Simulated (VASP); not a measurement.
All values below come from r2SCAN meta-GGA, VASP's PBE PAW potentials (set 64) (plane waves; VASP).

The input files of a VASP run:

### KPOINTS_OPT
```
k-points along high-symmetry lines
6
Line-mode
Reciprocal
  0.000000   0.000000   0.000000 ! GAMMA
  0.000000   0.000000   0.500000 ! X

  0.000000   0.000000   0.500000 ! X
  0.250000   0.250000   0.250000 ! P

  0.250000   0.250000   0.250000 ! P
  0.000000   0.500000   0.000000 ! N

  0.000000   0.500000   0.000000 ! N
  0.000000   0.000000   0.000000 ! GAMMA

  0.000000   0.000000   0.000000 ! GAMMA
  0.500000   0.500000  -0.500000 ! M

  0.500000   0.500000  -0.500000 ! M
  0.362628   0.637372  -0.362628 ! S

 -0.362628   0.362628   0.362628 ! S_0
  0.000000   0.000000   0.000000 ! GAMMA

  0.000000   0.000000   0.500000 ! X
 -0.225256   0.225256   0.500000 ! R

  0.500000   0.500000  -0.225256 ! G
  0.500000   0.500000  -0.500000 ! M
```

### POSCAR
```
Cs
5.6213290
 -0.4873422034   0.4873422034   0.7245653716
  0.4873422034  -0.4873422034   0.7245653716
  0.4873422034   0.4873422034  -0.7245653716
Cs
1
Cartesian
  0.0000000000   0.0000000000   0.0000000000
```

**INCAR**
```
SYSTEM  =  Cs
PREC  =  Accurate; ENCUT  =  400; LREAL  =  F
LASPH  =  T
EDIFF  =  1E-7; NELM  =  100; ALGO  =  Normal
LMAXMIX  =  4; LMIXTAU  =  T
ISMEAR  =  -5
METAGGA  =  R2SCAN
ISIF  =  2
LWAVE  =  F; LCHARG  =  F; LORBIT  =  11
NEDOS  =  601
```

File KPOINTS:
```
kpoints
0
gamma
11 11 11
```

POTCAR, in this order: Cs_sv (PBE.64 set). Program: vasp_std.

The resulting files:

OSZICAR:
```
       N       E                     dE             d eps       ncg     rms          rms(c)
DAV:   1     0.261099083769E+02    0.26110E+02   -0.26261E+03  2016   0.658E+02
DAV:   2    -0.222618744513E+02   -0.48372E+02   -0.47990E+02  2664   0.122E+02
DAV:   3    -0.269926218280E+02   -0.47307E+01   -0.47301E+01  2104   0.460E+01
DAV:   4    -0.270602116972E+02   -0.67590E-01   -0.67581E-01  3616   0.648E+00
DAV:   5    -0.270602855245E+02   -0.73827E-04   -0.73974E-04  2744   0.139E-01    0.249E-01
DAV:   6    -0.257934381039E+02    0.12668E+01   -0.96917E-02  2096   0.345E+00    0.250E-01
DAV:   7    -0.245163241522E+02    0.12771E+01   -0.78522E-01  2272   0.552E+00    0.458E-01
DAV:   8    -0.251233945388E+02   -0.60707E+00   -0.53660E-01  2352   0.602E+00    0.109E-01
DAV:   9    -0.246797102422E+02    0.44368E+00   -0.47924E-01  2328   0.551E+00    0.314E-01
DAV:  10    -0.250276919472E+02   -0.34798E+00   -0.19684E-01  2088   0.424E+00    0.561E-02
DAV:  11    -0.249951196248E+02    0.32572E-01   -0.36196E-02  2064   0.197E+00    0.703E-02
DAV:  12    -0.250249861345E+02   -0.29867E-01   -0.32772E-02  2016   0.192E+00    0.849E-02
DAV:  13    -0.250289094065E+02   -0.39233E-02   -0.12021E-02  2104   0.146E+00    0.520E-02
DAV:  14    -0.249973447827E+02    0.31565E-01   -0.41964E-02  2088   0.227E+00    0.437E-02
DAV:  15    -0.249974719858E+02   -0.12720E-03   -0.34859E-04  3432   0.147E-01    0.481E-02
DAV:  16    -0.250118041349E+02   -0.14332E-01   -0.90322E-03  2072   0.685E-01    0.507E-02
DAV:  17    -0.250136344483E+02   -0.18303E-02   -0.87004E-03  2040   0.101E+00    0.362E-02
DAV:  18    -0.250135857295E+02    0.48719E-04   -0.37510E-05  3608   0.483E-02    0.351E-02
DAV:  19    -0.250136464880E+02   -0.60758E-04   -0.27585E-06  2728   0.182E-02    0.353E-02
DAV:  20    -0.250137746233E+02   -0.12814E-03   -0.32266E-05  2248   0.683E-02    0.389E-02
DAV:  21    -0.250141889639E+02   -0.41434E-03   -0.13326E-03  2048   0.418E-01    0.297E-02
DAV:  22    -0.250133623182E+02    0.82665E-03   -0.31014E-04  2064   0.178E-01    0.380E-02
DAV:  23    -0.250141830799E+02   -0.82076E-03   -0.86217E-04  2048   0.330E-01    0.434E-02
DAV:  24    -0.250133782859E+02    0.80479E-03   -0.40798E-04  2048   0.203E-01    0.457E-02
DAV:  25    -0.250125636255E+02    0.81466E-03   -0.21867E-03  2040   0.538E-01    0.498E-02
DAV:  26    -0.250128529937E+02   -0.28937E-03   -0.10093E-04  2368   0.107E-01    0.539E-02
DAV:  27    -0.250127704905E+02    0.82503E-04   -0.36756E-05  2432   0.502E-02    0.591E-02
DAV:  28    -0.250132254870E+02   -0.45500E-03   -0.33342E-04  2032   0.188E-01    0.632E-02
DAV:  29    -0.250133400708E+02   -0.11458E-03   -0.40026E-04  2064   0.127E-01    0.671E-02
DAV:  30    -0.250139527624E+02   -0.61269E-03   -0.67583E-04  2024   0.208E-01    0.669E-02
DAV:  31    -0.250138220701E+02    0.13069E-03   -0.28301E-04  2048   0.164E-01    0.654E-02
DAV:  32    -0.250133988285E+02    0.42324E-03   -0.56941E-04  2016   0.215E-01    0.556E-02
DAV:  33    -0.250138988057E+02   -0.49998E-03   -0.15883E-03  2016   0.555E-01    0.360E-02
DAV:  34    -0.250138530069E+02    0.45799E-04   -0.16116E-04  2064   0.146E-01    0.265E-02
DAV:  35    -0.250137572766E+02    0.95730E-04   -0.47616E-05  2040   0.799E-02    0.223E-02
DAV:  36    -0.250137482168E+02    0.90598E-05   -0.14762E-04  2048   0.117E-01    0.721E-03
DAV:  37    -0.250137255069E+02    0.22710E-04   -0.50408E-05  2032   0.778E-02    0.289E-03
DAV:  38    -0.250137277553E+02   -0.22484E-05   -0.32869E-05  2064   0.598E-02    0.388E-03
DAV:  39    -0.250137404884E+02   -0.12733E-04   -0.15567E-05  2048   0.551E-02    0.380E-03
DAV:  40    -0.250137381274E+02    0.23610E-05   -0.77786E-06  2080   0.328E-02    0.348E-03
DAV:  41    -0.250137446434E+02   -0.65160E-05   -0.87110E-06  2152   0.342E-02    0.316E-03
DAV:  42    -0.250137446328E+02    0.10632E-07   -0.31240E-07  3232   0.674E-03
   1 F= -.25013745E+02 E0= -.25013745E+02  d E =0.000000E+00
       N       E                     dE             ncg
```

File OUTCAR:
```
------------------------ aborting loop because EDIFF is reached ----------------------------------------
  FORCE on cell =-STRESS in cart. coord.  units (eV):
  Direction    XX          YY          ZZ          XY          YZ          ZX
  --------------------------------------------------------------------------------------
  Total        0.0031703      0.0031703     -0.0043460      0.0000000     -0.0000000      0.0000000
  in kB        0.0415420      0.0415420     -0.0569482      0.0000000     -0.0000000      0.0000000
  external PRESSURE =       0.0087119 kB  Pullay stress =       0.0000000 kB
  volume of cell :      122.27
      direct lattice vectors                 reciprocal lattice vectors
    -2.739510861  2.739510861  4.073020336     0.000000000  0.182514334  0.122759024
     2.739510861 -2.739510861  4.073020336     0.182514334  0.000000000  0.122759024
     2.739510861  2.739510861 -4.073020336     0.182514334  0.182514334  0.000000000
 POSITION                                       TOTAL-FORCE (eV/Angst)
 -----------------------------------------------------------------------------------
      0.00000      0.00000      0.00000        -0.000000      0.000000      0.000000
 -----------------------------------------------------------------------------------
    total drift:                               -0.000000      0.000000     -0.000000
  FREE ENERGIE OF THE ION-ELECTRON SYSTEM (eV)
  ---------------------------------------------------
  free  energy   TOTEN  =       -25.0137446328 eV

  energy  without entropy=      -25.0137446328  energy(sigma->0) =      -25.01374463

 total charge

# of ion       s       p       d       tot
------------------------------------------
    1        1.878   4.701   0.007   6.587
```
(Selected blocks of OUTCAR.)

For a metal the tetrahedron method with Blöchl corrections gives inexact stress and forces.

The structure comes from a computed database's Cs entry (I4/mmm); how it stands against other phases isn't given here. It was relaxed first.
